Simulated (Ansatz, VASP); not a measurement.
# TaN: VASP beside Ansatz

Wanted: the spread between two codes on one cell, functional and k mesh. The cell is taken from a series of runs on this material, whose earlier steps may have relaxed, scaled, displaced or heated it; both programs get it as it stands.

Method: plane waves, with VASP 6.6.1 beside it; zone-centre phonons at PBEsol, in Ansatz 0.2.0.

**1. The starting structure**

It takes space group P-62m (No. 189, hexagonal). The conventional cell has a = 5.214 Å, b = 5.214 Å, c = 2.913 Å, α = 90.00°, β = 90.00°, γ = 120.00°. Nearest to N lie 5 Ta at 2.05 to 2.17 Å. Nearest to Ta lie 6 N at 2.17 Å. Nearest to Ta lie 3 N at 2.05 Å. Farther neighbours and most contacts between anions are not listed.

**2. Ansatz: zone-centre phonons, PBEsol**

Ansatz runs on its PAW soft_1 files.

Second derivatives magnify differences that forces hide, and they need a tight electronic threshold.

Input file input.yaml:

```yaml
crystal:
  lattice:
    - [5.21420697, 0.0, 0.0]
    - [-2.607103485, 4.5156356966, 0.0]
    - [0.0, 0.0, 2.9127026129]
  atoms:
    - { symbol: "N", position: [0.3925896298, 0.0, 0.0] }
    - { symbol: "N", position: [0.6074103702, 0.6074103702, 0.0] }
    - { symbol: "N", position: [0.0, 0.3925896298, 0.0] }
    - { symbol: Ta, position: [0.3333333333, 0.6666666667, 0.5] }
    - { symbol: Ta, position: [0.6666666667, 0.3333333333, 0.5] }
    - { symbol: Ta, position: [0.0, 0.0, 0.0] }
kpoints:
  mp_grid: { grid: [9, 9, 12] }
hamiltonian:
  xc: pbesol
  pseudopotentials: { kind: paw, azcp: { folder: soft_1 }, xc_functional: pbe }
scf:
  occupations: { method: methfessel_paxton, width: 0.2 }
output:
  eigenvalues: true
phonons:
  method: dfpt
```

Run with:

```bash
ansatz run input.yaml --threads 8 --pin off --max-ram 16384MiB --backend cpu --events-out ev --progress --plain --runs-dir out
```

Numbers of over 12 decimals in the logs are rounded to 6 here.

Log:

```text
zone centre: on kpoints.mp_grid the ground state, and the responses unless they are solved on pairs of k-points, stand on 287 of the mesh's 972 k-points, reduced under 2 symmetry operations, with k and −k counted as one. Each operation leaves every solved displacement unchanged or reverses it
Engine: ansatz 0.2.0, aarch64-unknown-linux-gnu
Pseudopotentials: kind: paw
Pseudopotential: N, paw, valence charge 5, recommended cutoff 420 eV (normal), soft_1/N.paw.azcp
Pseudopotential: Ta, paw, valence charge 13, recommended cutoff 420 eV (normal), soft_1/Ta.paw.azcp
Functional definition: PBEsol
  exchange = pbesol_x
  correlation = pbesol_c
Crystal: 6 atoms, lattice volume = 68.581 Å³
Basis set: ecut = 420 eV, 1287 PW (Γ), exchange–correlation on 72×72×40 points (8 copies of the dense FFT grid, shifted against one another)
Bands: 33, of which v1, the nominal top of the filled ones, is band 27 counted from 1 (26 counted from 0)
Symmetry: 12 space group operations
k-points: 287 of 972 (irreducible under 2 space group operations, time reversal used)
Non-local potential: N, projectors of the file, l = 0: 2, l = 1: 2, l = 2: 1
Non-local potential: Ta, projectors of the file, l = 0: 3, l = 1: 2, l = 2: 2, l = 3: 1
PAW form: soft (Blöchl's): semilocal exchange-correlation on the pseudo side does not see the compensation charge
PAW frozen core: N, regenerated for the run's functional, and the local potential with it (the file was generated under x = pbe(κ = 0.804, μ = 0.219515), c = pbe(β = 0.066725))
PAW frozen core: Ta, regenerated for the run's functional, and the local potential with it (the file was generated under x = pbe(κ = 0.804, μ = 0.219515), c = pbe(β = 0.066725))
PAW one-centre angular grid: N, 110 points (default); XC on 64 Gauss nodes
PAW one-centre angular grid: Ta, 590 points (default); XC on 64 Gauss nodes
Initial density: superposition of atomic densities (chi_scale 0.1, normalization cell, long waves kept (reshape's long-wave potential 0.01 eV rms))
Initial wavefunctions: pseudopotential atomic-orbital guess
Functional: x = pbesol(κ = 0.804, μ = 0.123457), c = pbesol(β = 0.046)
SCF iter   1: F=—  HF=-30566.389164 eV  |F-HF|=—  |Δ(HF+E_count)|=         —  Δρ=6.32e-2  dr2=3.51e0  ethr=3.10e-3  ⟨swp⟩=4.6  Hψ=36904  notcnv=0
preconditioner: auto → Kerker (q_TF=auto, 2.622 Å⁻¹)  [metal: Δε(μ)=0.125 eV  Ē_g=9.809 eV  σ=0.200 eV  W_gap=0.50  n_scr=26 (ndim 8)  ℏωp=24.6 eV  f_vac=0.000  D(μ)=0.20/eV (n_scr^D=0)]
SCF iter   2: F=—  HF=-30565.796790 eV  |F-HF|=—  |Δ(HF+E_count)|=   5.92e-1  S|Δr|=    0.00e0  Δρ=3.20e-2  dr2=5.27e-1  ethr=3.10e-3  ⟨swp⟩=2.0  Hψ=16621  notcnv=0  defer=284
SCF iter   3: F=—  HF=-30565.731025 eV  |F-HF|=—  |Δ(HF+E_count)|=   6.58e-2  S|Δr|=    0.00e0  Δρ=1.23e-2  dr2=6.82e-2  ethr=9.75e-4  ⟨swp⟩=1.5  Hψ=9444  notcnv=0  defer=284
SCF iter   4: F=—  HF=-30565.721086 eV  |F-HF|=—  |Δ(HF+E_count)|=   9.94e-3  S|Δr|=    0.00e0  Δρ=2.33e-3  dr2=4.27e-3  ethr=1.26e-4  ⟨swp⟩=2.3  Hψ=13415  notcnv=0  defer=281
SCF iter   5: F=—  HF=-30565.720467 eV  |F-HF|=—  |Δ(HF+E_count)|=   6.19e-4  S|Δr|=    0.00e0  Δρ=7.87e-4  dr2=4.44e-4  ethr=7.90e-6  ⟨swp⟩=1.9  Hψ=9748  notcnv=0  defer=281
SCF iter   6: F=—  HF=-30565.720368 eV  |F-HF|=—  |Δ(HF+E_count)|=   9.96e-5  S|Δr|=    0.00e0  Δρ=1.43e-4  dr2=1.62e-5  ethr=8.21e-7  ⟨swp⟩=2.5  Hψ=13388  notcnv=0  defer=281
SCF iter   7: F=—  HF=-30565.720363 eV  |F-HF|=—  |Δ(HF+E_count)|=   5.09e-6  S|Δr|=    0.00e0  Δρ=2.73e-5  dr2=4.93e-7  ethr=3.00e-8  ⟨swp⟩=2.0  Hψ=13457  notcnv=0  defer=281
SCF iter   8: F=—  HF=-30565.720366 eV  |F-HF|=—  |Δ(HF+E_count)|=   3.88e-6  S|Δr|=    0.00e0  Δρ=5.08e-6  dr2=1.75e-8  ethr=9.14e-10  ⟨swp⟩=2.0  Hψ=13745  notcnv=0  defer=278
SCF iter   9: F=—  HF=-30565.720366 eV  |F-HF|=—  |Δ(HF+E_count)|=   3.11e-9  S|Δr|=    0.00e0  Δρ=7.49e-7  dr2=4.11e-10  ethr=3.23e-11  ⟨swp⟩=2.0  Hψ=13115  notcnv=0  defer=278
SCF iter  10: F=-30565.720366 eV  HF=-30565.720366 eV  |F-HF|=0.00e0  |Δ(HF+E_count)|=  2.91e-11  S|Δr|=    0.00e0  Δρ=1.15e-7  dr2=7.01e-12  ethr=1.00e-12  ⟨swp⟩=9.0  Hψ=55182  notcnv=0
the search or the solves at the SCF's close seem to have found levels that the self-consistency loop had missed (the run counts 3). By its estimate they hold under 1e-12 electrons; where the run keeps them, the occupations were computed again with them
SCF 1 converged in 10 iterations: F = -30565.720366 eV  dr2 = 7.01e-12
  greatest PAW one-centre occupation: 0.999 electrons in one spin orbital (limit 2), on the Ta atom at site 4 (counted from 0), in its partial waves of l = 0
DFPT response loops at Γ: preconditioner auto → Kerker (q_TF=auto, 2.622 Å⁻¹) (partly filled bands, converged f_vac=0.000); β = 1.00, the filter's whole step (`scf.mixing.beta` (0.50) is not read by the response loops under this deck's `scf.mixing.preconditioner`; to damp them name `kerker` or `kerker_dos`, under which they read `scf.mixing.beta`, and type it under 1.00, their step now; both keys bind the ground state too); Broyden in place of MSR1
SCF converged after 10 iterations
Stability not checked: this state was not tested for a lower state beside it, because cold or Methfessel-Paxton smearing, or corrected tetrahedra, fill the levels in a way that the test cannot read (fill_not_monotonic; see scf.lower_state_search)
Free energy (F): -30565.720366 eV
Harris-Foulkes:  -30565.720366 eV  (|F-HF|=0.00e0)
Internal energy: -30565.723570 eV  (E = F + TS)
E sigma→0 (E₀):  -30565.721167 eV
Entropy (-TS):   0.003204 eV (0.534 meV/atom)
Fermi energy:    19.372888 eV
Step filling:    the computed levels leave a gap of 0.0797 eV = 0.4 smearing widths at the electron count; against every level under it full and every level over it empty, smearing changes F+E_penalty+E_count by +1.503 meV and its σ→0 estimate by +0.702 meV
--- Per-component energies (eV) ---
  E_band       = -238.917009
  E_kinetic    = 1565.595765
  E_local      = -2009.183181  (includes V_loc(G=0)·N_el)
  E_nonlocal   = 79.817230
  E_hartree    = 714.131155
  E_xc         = -1134.557131
  E_vxc        = -927.356457  (∫ρ·V_xc dr)
  E_paw        = -24913.974441  (= ΣΔE_a)
  E_vpaw       = -376.055464  (= ΣTr[D̂ρ^β])
  E_aug_tail   = 0.002761  (compensation charges beyond the density's cutoff)
  E_ewald      = -4868.281163
  E_core_change = 0.725435  (= ΣΔE_core)
  E_smearing   = 0.003204  (= −TS)
  E_closure    = 0.000000  (closes the sum)
  Σ components = -30565.720366   (vs F -30565.720366, Δ=0.00e0)
--- Band table (eV; the first three rows and the last of 287) ---
  k-point 0: bands = [... 23 lower, 15.0715, 15.9905, 17.3546, 18.3724, 18.3724, 19.8843, 19.8843, 21.0539, ... 2 higher]
  k-point 1: bands = [... 23 lower, 14.6556, 16.2477, 17.7037, 18.0469, 18.0469, 20.2900, 20.2900, 21.1681, ... 2 higher]
  k-point 2: bands = [... 23 lower, 14.1012, 16.9875, 17.6488, 17.6488, 18.5126, 20.7253, 20.7253, 21.2346, ... 2 higher]
  k-point 286: bands = [... 23 lower, 15.2685, 16.1365, 17.2011, 18.2835, 20.4026, 20.8406, 22.0479, 22.0794, ... 2 higher]
--- Phonons (Γ-DFPT): 7 representative perturbations + reference, on 287 of 972 k-points (Σ response iterations 22) ---
  k mesh reduced under 2 symmetry operations, with k and −k counted as one. Each operation leaves every solved displacement unchanged or reverses it
  ASR residual: 4.948e-5 → 0.000e0 eV/Å²; symmetrization residual: 3.826e-6 eV/Å²
  ASR residual per site (eV/Å²): 3.50e-5 3.02e-5 3.02e-5 4.95e-5 4.95e-5 2.75e-5
  Γ frequencies (cm⁻¹): 0.00 0.00 0.00 145.63 181.46 184.90 184.90 224.00 224.00 558.00 558.00 574.31 578.43 578.43 606.59 636.40 636.40 678.81
  non-analytic LO–TO correction: not included (Born effective charges unavailable; polar crystals: no LO–TO splitting at Γ)
```

[end of part 1 of 3]

[Lines on the potential files, build, host, timing and source positions are cut from VASP's logs without a mark.]

[Logs are printed without paths, hosts, clocks, repeated set-up lines and the standing remarks that a program may print on its own settings, such as how far it seeks lower states.]

[Hosts, paths, dates, database ids (printed as entryN), source tags and the programs' standing remarks are cut or masked in the printed files.]
